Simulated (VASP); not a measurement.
Runs of VASP 6.6.1 on Fe. It takes space group Im-3m (No. 229, cubic). The conventional cell has a = 2.785 Å, b = 2.785 Å, c = 2.785 Å, α = 90.00°, β = 90.00°, γ = 90.00°. Around Fe (site symmetry m-3m) lie 8 Fe at 2.41 Å. 

```tsv
level	k mesh	cutoff (eV)	smearing	gap on the mesh (eV)	pressure (GPa)	moment (μB)
PBEsol	20 × 20 × 20	700	gaussian 0.1 eV	none	0.1	2.09
PBEsol	20 × 20 × 20	900	gaussian 0.1 eV	none	0.1	2.09
PBEsol	32 × 32 × 32	520	gaussian 0.1 eV	none	0.3	2.10
PBEsol	20 × 20 × 20	520	gaussian 0.5 eV	none	(b)	2.06
r2SCAN	20 × 20 × 20	520	gaussian 0.1 eV	none	(a)	2.54
```

Alike in all rows: task single point; potentials or basis VASP PAW PBE potentials, release 64 (Fe); spin collinear, ferromagnetic start; cell as given.

Estimate the missing entries.

(a) 17.6; (b) 0.4.

Caveats: the PAW data sets were made with another functional, which shifts forces and pressure a little (some runs); so large a pressure means that the cell lies far from this level's equilibrium, or that cutoff or potentials fall short (some runs); the potentials were made for another functional, which shifts forces and pressure (some runs).

A gap of «none» marks a metal or a gap under the smearing width.
